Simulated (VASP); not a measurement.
```xyz
4
Lattice="2.7679 0.0000 0.0000 -1.3840 2.3971 0.0000 0.0000 0.0000 5.7828" Properties=species:S:1:pos:R:3 pbc="T T T"
Ti    -1.3840     2.3971     5.7828
Ti    -1.3840     2.3971     2.8914
O      0.0000     1.5981     1.4457
O      1.3840     0.7990     4.3371
```

These are r2SCAN meta-GGA, VASP's PBE PAW potentials (set 64) (plane waves; VASP) values and carry that method's errors. Numerical set-up: 520 eV cut-off, 14×14×6 Γ-centred mesh, tetrahedra with Blöchl corrections, potentials Ti_sv O.

**Question.** Give the energies of bands 12 to 21 at the high-symmetry points, in eV from the Fermi level.

**Answer.** 
```
band      Γ      M      K      A      L      H
----  -----  -----  -----  -----  -----  -----
12    -6.08  -8.30  -8.20  -8.07  -8.74  -8.26
13    -5.92  -7.75  -8.04  -5.33  -7.43  -7.39
14    -5.92  -6.58  -7.44  -5.33  -7.43  -7.39
15    -4.55  -6.58  -7.44  -5.33  -6.00  -7.26
16    -4.55  -5.30  -6.45  -5.33  -6.00  -7.26
17    -3.03  -2.58   0.18  -1.02  -1.86  -0.19
18     0.15  -1.61   0.18  -1.02  -1.86  -0.19
19     0.15   1.99   0.50   0.69   2.59   1.41
20     0.62   2.11   0.50   0.69   2.59   1.41
21     0.62   2.93   1.48   0.69   2.85   2.10
```

It has no gap at this level: it comes out as a metal or semimetal.

The structure was generated: TiO was put into the NiAs type type (P6_3/mmc), which need not be its known phase. It was relaxed first, which changed the volume by -32 %.
